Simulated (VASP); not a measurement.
Data:

```
CELL_PARAMETERS angstrom
      1.79147    -3.10292     0.00000
      1.79147     3.10292     0.00000
      0.00000     0.00000     5.53475
ATOMIC_POSITIONS crystal
  Er 0.33333 0.66667 0.25000
  Er 0.66667 0.33333 0.75000
```

Method: PBE GGA, VASP's PBE PAW potentials (set 64) (plane waves; VASP). Run with 480 eV cut-off, 12×12×6 Γ-centred mesh, first-order Methfessel-Paxton smearing of 0.10 eV, potentials Er_3.

The 4f electrons are frozen in the core of the lanthanide potential, so 4f levels, which can set the real gap, and their magnetism are missing.

Each relaxation starts from this cell; other phases were not tried.

Task: The cell is relaxed at 2 GPa. What happens?

Result: The volume per atom goes from 30.77 to 29.60 Å³ (-3.8 %), and the cell becomes a = b = 3.536 Å, c = 5.466 Å, α = β = 90.00°, γ = 120.00°, space group P6_3/mmc.

Task: The cell is relaxed at 15 GPa. What happens?

Result: The volume per atom goes from 30.77 to 24.31 Å³ (-21.0 %), and the cell becomes a = 3.296 Å, b = 3.296 Å, c = 5.169 Å, α = 90.00°, β = 90.00°, γ = 120.00°, space group P6_3/mmc.

Failed runs are left out, and for metals the shear rows, which the mesh's noise covers.

The compound is Er in the hcp structure.
